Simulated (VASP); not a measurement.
Output of a VASP run:

### OSZICAR
```
       N       E                     dE             d eps       ncg     rms          rms(c)
DAV:   1    -0.232533662707E+01   -0.23253E+01   -0.12207E+02  1144   0.707E+01
DAV:   2    -0.234067412574E+01   -0.15337E-01   -0.15336E-01  1204   0.331E+00
DAV:   3    -0.234067774718E+01   -0.36214E-05   -0.36215E-05  1104   0.401E-02
DAV:   4    -0.234067774722E+01   -0.47887E-10   -0.51648E-10  1172   0.135E-04
DAV:   5    -0.234067774728E+01   -0.52989E-10    0.74738E-16   924   0.513E-07    0.431E-01
DAV:   6    -0.234079243599E+01   -0.11469E-03   -0.21815E-05  1068   0.493E-02    0.261E-01
DAV:   7    -0.234088917730E+01   -0.96741E-04   -0.69370E-05  1100   0.842E-02    0.829E-03
DAV:   8    -0.234088929798E+01   -0.12068E-06   -0.95470E-08   728   0.306E-03
   1 F= -.23408893E+01 E0= -.23406041E+01  d E =-.234089E+01
       N       E                     dE             d eps       ncg     rms          rms(c)
DAV:   1    -0.234804597440E+01   -0.71568E-02   -0.89060E-03   960   0.765E-01    0.577E-02
DAV:   2    -0.234804964177E+01   -0.36674E-05   -0.90632E-07  1076   0.997E-03    0.356E-02
DAV:   3    -0.234805246149E+01   -0.28197E-05   -0.12769E-06  1040   0.116E-02    0.498E-04
DAV:   4    -0.234805246839E+01   -0.69050E-08   -0.85065E-10   492   0.337E-04
   2 F= -.23480525E+01 E0= -.23477956E+01  d E =-.716317E-02
       N       E                     dE             d eps       ncg     rms          rms(c)
DAV:   1    -0.235514799290E+01   -0.70955E-02   -0.33674E-02   960   0.153E+00    0.112E-01
DAV:   2    -0.235516190006E+01   -0.13907E-04   -0.31320E-06  1096   0.189E-02    0.690E-02
DAV:   3    -0.235517281684E+01   -0.10917E-04   -0.49636E-06  1064   0.235E-02    0.920E-04
DAV:   4    -0.235517283874E+01   -0.21893E-07   -0.25493E-09   512   0.598E-04
   3 F= -.23551728E+01 E0= -.23549956E+01  d E =-.142835E-01
       N       E                     dE             d eps       ncg     rms          rms(c)
DAV:   1    -0.235549305925E+01   -0.32024E-03   -0.25034E-03   960   0.418E-01    0.303E-02
DAV:   2    -0.235549416111E+01   -0.11019E-05   -0.24463E-07  1004   0.530E-03    0.187E-02
DAV:   3    -0.235549499606E+01   -0.83495E-06   -0.38221E-07   684   0.657E-03
   4 F= -.23554950E+01 E0= -.23553375E+01  d E =-.146057E-01
```

OUTCAR:
```
------------------------ aborting loop because EDIFF is reached ----------------------------------------
  FORCE on cell =-STRESS in cart. coord.  units (eV):
  Direction    XX          YY          ZZ          XY          YZ          ZX
  --------------------------------------------------------------------------------------
  Total        0.0024855      0.0024855      0.0024855      0.0000000     -0.0000000      0.0000000
  in kB        1.3372170      1.3372170      1.3372170      0.0000000     -0.0000000      0.0000000
  external PRESSURE =       1.3372170 kB  Pullay stress =       0.0000000 kB
  volume of cell :        2.98
      direct lattice vectors                 reciprocal lattice vectors
     1.438714978 -0.000000000 -0.000000000     0.695064704  0.000000000 -0.000000000
    -0.000000000  1.438714978 -0.000000000     0.000000000  0.695064704 -0.000000000
     0.000000000  0.000000000  1.438714978     0.000000000  0.000000000  0.695064704
 POSITION                                       TOTAL-FORCE (eV/Angst)
 -----------------------------------------------------------------------------------
      0.00000      0.00000      0.00000         0.000000      0.000000      0.000000
 -----------------------------------------------------------------------------------
    total drift:                                0.000000     -0.000000      0.000000
  FREE ENERGIE OF THE ION-ELECTRON SYSTEM (eV)
  ---------------------------------------------------
  free  energy   TOTEN  =        -2.3554949961 eV

  energy  without entropy=       -2.3551800034  energy(sigma->0) =       -2.35533750

 reached required accuracy - stopping structural energy minimisation
```
(Selected blocks of OUTCAR.)

**POSCAR**
```
H
1
    1.4977740000     0.0000000000     0.0000000000
    0.0000000000     1.4977740000     0.0000000000
    0.0000000000     0.0000000000     1.4977740000
H
1
Direct
  0.0000000000   0.0000000000   0.0000000000
```

Task: Reconstruct the remaining input files.

Result: One answer among several that fit: the input of the run itself, PBEsol GGA, plane waves, VASP's PBE PAW potentials (set 64).

KPOINTS:
```
kpoints
0
G
 15 15 15
0 0 0
```

### INCAR
```
# general
SYSTEM  =  H
PREC    =  Accurate
ENCUT   =  400   # plane-wave cut-off (eV)
LREAL   =  .False.   # projection in real space or not
LASPH   =  .True.

# electronic loop
EDIFF   =  1E-6
NELM    =  100   # most electronic steps
ALGO    =  Normal

# smearing
ISMEAR  =  0   # Gaussian
SIGMA   =  0.05

# functional
GGA     =  PS

# ions
IBRION  =  2
NSW     =  60   # most ionic steps
ISIF    =  3
EDIFFG  =  -0.01

# output
LWAVE   =  .False.
LCHARG  =  .False.
```

POTCAR, in this order: H (PBE.64 set). Program: vasp_std.

Energy and stress use the plane-wave basis of the starting cell.

The structure was generated: H was put into the simple-cubic type (Pm-3m), which need not be its known phase. This run relaxes it. Symmetry was kept, so distortions that lower it aren't found.
